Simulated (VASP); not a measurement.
```xyz
7
Lattice="-2.0803 2.0803 6.7779 2.0803 -2.0803 6.7779 2.0803 2.0803 -6.7779" Properties=species:S:1:pos:R:3 pbc="T T T"
Ba     0.0000     0.0000     4.7792
Ba     0.0000     0.0000     8.7766
Hf     0.0000     0.0000     0.0000
O      0.0000     2.0803     0.0000
O      2.0803     0.0000     0.0000
O      0.0000     0.0000     2.0959
O      0.0000     0.0000    11.4599
```

Computed with PBEsol GGA, VASP's PBE PAW potentials (set 64) (plane waves; VASP). Run with 400 eV cut-off, 6×6×6 Γ-centred mesh, Gaussian smearing of 0.010 eV, potentials Ba_sv Hf_pv O.

At this cut-off the stress carries a Pulay error, which pulls relaxed volumes low.

Task: What does the run give for the energy per atom (σ→0), pressure, largest force?

Result: 
- energy per atom (σ→0): -8.306 eV/atom
- pressure: -53.6 kbar
- largest force: 0.098 eV/Å

Only differences to runs with the same potentials and settings are physical.

The structure comes from a computed database's Ba2HfO4 entry; how it stands against other phases isn't given here. The cell was not relaxed at this level.
